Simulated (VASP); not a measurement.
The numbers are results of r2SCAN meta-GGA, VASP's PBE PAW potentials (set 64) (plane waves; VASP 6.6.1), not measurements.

The input files of a VASP run:

INCAR:
```
ALGO = Normal
EDIFF = 1E-6
EDIFFG = -0.01
ENCUT = 530
IBRION = 2
ISIF = 3
ISMEAR = 0
LASPH = .True.
LCHARG = .False.
LMAXMIX = 4
LMIXTAU = .True.
LREAL = .False.
LWAVE = .False.
METAGGA = R2SCAN
NELM = 100
NSW = 60
PREC = Accurate
SIGMA = 0.05
SYSTEM = GaN
```

### KPOINTS
```
Automatic
0
G
 9 9 9
```

POSCAR:
```
GaN
1
    0.0000000000     2.2600000000     2.2600000000
    2.2600000000     0.0000000000     2.2600000000
    2.2600000000     2.2600000000     0.0000000000
Ga N
1 1
Direct
  0.0000000000   0.0000000000   0.0000000000
  0.7500000000   0.7500000000   0.7500000000
```

POTCAR, in this order: Ga_d N (PBE.64 set). Program: vasp_std.

Output

### OSZICAR
```
       N       E                     dE             d eps       ncg     rms          rms(c)
DAV:   1     0.787410309037E+02    0.78741E+02   -0.10314E+04   989   0.259E+03
DAV:   2    -0.190952356556E+02   -0.97836E+02   -0.92151E+02  1055   0.379E+02
DAV:   3    -0.266768742422E+02   -0.75816E+01   -0.75335E+01  1010   0.934E+01
DAV:   4    -0.268013539114E+02   -0.12448E+00   -0.12442E+00  1131   0.132E+01
DAV:   5    -0.268031730569E+02   -0.18191E-02   -0.18191E-02  1009   0.138E+00    0.715E+00
DAV:   6    -0.215363312708E+02    0.52668E+01   -0.41520E+00  1370   0.518E+01    0.273E+00
DAV:   7    -0.219327505102E+02   -0.39642E+00   -0.73045E-01  1100   0.112E+01    0.178E+00
DAV:   8    -0.217734142751E+02    0.15934E+00   -0.34925E-01   960   0.798E+00    0.133E+00
DAV:   9    -0.218049213752E+02   -0.31507E-01   -0.19704E-01   915   0.575E+00    0.676E-01
DAV:  10    -0.218958018415E+02   -0.90880E-01   -0.62348E-02   910   0.379E+00    0.303E-01
DAV:  11    -0.219033089947E+02   -0.75072E-02   -0.19154E-03  1170   0.563E-01    0.294E-01
DAV:  12    -0.219025421303E+02    0.76686E-03   -0.10759E-04   960   0.131E-01    0.248E-01
DAV:  13    -0.218958695432E+02    0.66726E-02   -0.36147E-03  1020   0.731E-01    0.175E-01
DAV:  14    -0.218959266414E+02   -0.57098E-04   -0.25525E-04   930   0.195E-01    0.143E-01
DAV:  15    -0.218959305501E+02   -0.39087E-05   -0.75981E-06  1175   0.308E-02    0.138E-01
DAV:  16    -0.218959971775E+02   -0.66627E-04   -0.75690E-05  1080   0.134E-01    0.312E-02
DAV:  17    -0.218959715705E+02    0.25607E-04   -0.17659E-05  1162   0.111E-01    0.187E-02
DAV:  18    -0.218959769269E+02   -0.53565E-05   -0.33527E-06  1020   0.267E-02    0.124E-02
DAV:  19    -0.218959702991E+02    0.66279E-05   -0.42319E-06   975   0.303E-02    0.333E-03
DAV:  20    -0.218959720474E+02   -0.17483E-05   -0.55257E-07   470   0.105E-02    0.205E-03
DAV:  21    -0.218959712136E+02    0.83377E-06   -0.48454E-07   470   0.724E-03
   1 F= -.21895971E+02 E0= -.21895971E+02  d E =-.218960E+02
       N       E                     dE             d eps       ncg     rms          rms(c)
DAV:   1    -0.219417913789E+02   -0.45819E-01   -0.59245E-01  1040   0.218E+01    0.131E+00
DAV:   2    -0.219051283301E+02    0.36663E-01   -0.57311E-02  1110   0.791E+00    0.596E-01
DAV:   3    -0.218959016274E+02    0.92267E-02   -0.98597E-03  1060   0.399E+00    0.165E-01
DAV:   4    -0.218962048098E+02   -0.30318E-03   -0.21775E-03  1013   0.596E-01    0.531E-02
DAV:   5    -0.218960713971E+02    0.13341E-03   -0.30645E-04  1184   0.308E-01    0.204E-02
DAV:   6    -0.218960238247E+02    0.47572E-04   -0.81043E-05   952   0.128E-01    0.615E-03
DAV:   7    -0.218960812449E+02   -0.57420E-04   -0.20123E-05   920   0.690E-02    0.705E-03
DAV:   8    -0.218960803746E+02    0.87029E-06   -0.40509E-07   578   0.768E-03
   2 F= -.21896080E+02 E0= -.21896080E+02  d E =-.109161E-03
       N       E                     dE             d eps       ncg     rms          rms(c)
DAV:   1    -0.219068025829E+02   -0.10721E-01   -0.12802E-01  1035   0.103E+01    0.595E-01
DAV:   2    -0.218990619428E+02    0.77406E-02   -0.11731E-02  1105   0.360E+00    0.275E-01
DAV:   3    -0.218970771243E+02    0.19848E-02   -0.22618E-03  1055   0.194E+00    0.730E-02
DAV:   4    -0.218971489347E+02   -0.71810E-04   -0.45055E-04   997   0.261E-01    0.243E-02
DAV:   5    -0.218971107756E+02    0.38159E-04   -0.66580E-05  1157   0.158E-01    0.101E-02
DAV:   6    -0.218971273999E+02   -0.16624E-04   -0.14188E-05  1098   0.669E-02    0.257E-03
DAV:   7    -0.218971226332E+02    0.47667E-05   -0.30585E-06   920   0.294E-02    0.322E-03
DAV:   8    -0.218971244724E+02   -0.18392E-05   -0.12206E-07   485   0.441E-03    0.267E-03
DAV:   9    -0.218971230074E+02    0.14650E-05   -0.67714E-07   485   0.197E-02    0.387E-04
DAV:  10    -0.218971240018E+02   -0.99438E-06   -0.11268E-07   465   0.408E-03
   3 F= -.21897124E+02 E0= -.21897124E+02  d E =-.115279E-02
```

OUTCAR:
```
------------------------ aborting loop because EDIFF is reached ----------------------------------------
  FORCE on cell =-STRESS in cart. coord.  units (eV):
  Direction    XX          YY          ZZ          XY          YZ          ZX
  --------------------------------------------------------------------------------------
  Total        0.0185526      0.0185526      0.0185526      0.0000000      0.0000000      0.0000000
  in kB        1.2999053      1.2999053      1.2999053      0.0000000      0.0000000      0.0000000
  external PRESSURE =       1.2999053 kB  Pullay stress =       0.0000000 kB
  volume of cell :       22.87
      direct lattice vectors                 reciprocal lattice vectors
    -0.000000000  2.252809547  2.252809547    -0.221945082  0.221945082  0.221945082
     2.252809547  0.000000000  2.252809547     0.221945082 -0.221945082  0.221945082
     2.252809547  2.252809547  0.000000000     0.221945082  0.221945082 -0.221945082
  FREE ENERGIE OF THE ION-ELECTRON SYSTEM (eV)
  ---------------------------------------------------
  free  energy   TOTEN  =       -21.8971240018 eV

  energy  without entropy=      -21.8971240018  energy(sigma->0) =      -21.89712400

 reached required accuracy - stopping structural energy minimisation
```
(Selected blocks of OUTCAR.)

CONTCAR:
```
GaN
   1.00000000000000
    -0.0000000000000000    2.2528095469966067    2.2528095469966067
     2.2528095469966067    0.0000000000000000    2.2528095469966067
     2.2528095469966067    2.2528095469966067    0.0000000000000000
  Ga              N
     1     1
Direct
     0.0000000000000000    0.0000000000000000    0.0000000000000000
     0.7500000000000000    0.7500000000000000    0.7500000000000000
```

The compound is GaN in the zinc blende structure, a metastable form; wurtzite is the usual one. This run relaxes it. Symmetry was kept, so distortions that lower it aren't found.
